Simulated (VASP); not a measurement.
OSZICAR of a VASP run on CrO$_{2}$ (rutile):

File OSZICAR:
```
       N       E                     dE             d eps       ncg     rms          rms(c)
DAV:   1     0.605635955700E+03    0.60564E+03   -0.26664E+04  6200   0.172E+03
DAV:   2    -0.409383844546E+01   -0.60973E+03   -0.56804E+03  6922   0.510E+02
DAV:   3    -0.648991071215E+02   -0.60805E+02   -0.59758E+02  7093   0.166E+02
DAV:   4    -0.662885569674E+02   -0.13894E+01   -0.13539E+01  7489   0.246E+01
DAV:   5    -0.663200482072E+02   -0.31491E-01   -0.31486E-01  7551   0.367E+00    0.408E+01
DAV:   6    -0.586568138371E+02    0.76632E+01   -0.13182E+02  7026   0.983E+01    0.403E+01
DAV:   7    -0.529650810493E+02    0.56917E+01   -0.87957E+01  7286   0.101E+02    0.186E+01
DAV:   8    -0.508759389412E+02    0.20891E+01   -0.66200E+00  6807   0.228E+01    0.770E+00
DAV:   9    -0.503310675269E+02    0.54487E+00   -0.18096E+00  7895   0.127E+01    0.247E+00
DAV:  10    -0.503562910770E+02   -0.25224E-01   -0.20181E-01  6963   0.364E+00    0.149E+00
DAV:  11    -0.503577931345E+02   -0.15021E-02   -0.36104E-02  7884   0.197E+00    0.676E-01
DAV:  12    -0.503557841731E+02    0.20090E-02   -0.72760E-03  8742   0.758E-01    0.307E-01
DAV:  13    -0.503555177661E+02    0.26641E-03   -0.98675E-04  7633   0.340E-01    0.121E-01
DAV:  14    -0.503554751690E+02    0.42597E-04   -0.37646E-04  7645   0.186E-01    0.537E-02
DAV:  15    -0.503554838066E+02   -0.86376E-05   -0.57051E-05  7540   0.601E-02    0.348E-02
DAV:  16    -0.503554757435E+02    0.80631E-05   -0.20104E-05  8301   0.430E-02    0.116E-02
DAV:  17    -0.503554753543E+02    0.38927E-06   -0.23775E-06  4763   0.138E-02
   1 F= -.50355475E+02 E0= -.50355586E+02  d E =-.503555E+02  mag=     4.0000
```

Problem. Which electronic solver shows in the log?

Solution. It is blocked Davidson (ALGO = Normal, or the opening steps of other solvers). The INCAR had ALGO = Normal.

Problem. How was spin treated?

Solution. Collinear spin (ISPIN = 2): the summary line carries one mag value, 4.00 μB in the cell.

Problem. Can the final energy be trusted as converged?

Solution. The run converged. It stopped with EDIFF = 1E-6, NELM = 100, NSW = 60 and EDIFFG = -0.02 after 1 ionic step (PBE GGA, plane waves, VASP's PBE PAW potentials (set 64)). The moments were started parallel, and other spin orders were not tried in this run.

The compound is CrO2 in the rutile structure. It was relaxed first. The start is the result of an earlier pass.
